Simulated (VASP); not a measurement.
Energy against volume of SrCl2 (fluorite). Calculation: PBEsol GGA, VASP's PBE PAW potentials (set 64) (plane waves; VASP). Settings: 520 eV cut-off, 6×6×6 Γ-centred mesh, Gaussian smearing of 0.050 eV, potentials Sr_sv Cl.

```csv
V (Å³/atom),E (eV/atom)
25.967,-4.43463
26.796,-4.44458
27.624,-4.44758
28.453,-4.44468
```

Question: Fit these four points and predict the energy of the run at 29.282 Å³/atom.

Answer: A cubic in V^(−2/3), the third-order Birch-Murnaghan form, passes through the four points with V0 = 27.61 Å³/atom and B0 = 38 GPa, and gives -4.4368 eV/atom there. The run gave -4.4368 eV/atom, -0.0 meV/atom from the fit; all five points give B0 = 38 GPa.

The compound is SrCl2 in the fluorite structure. It was relaxed first.
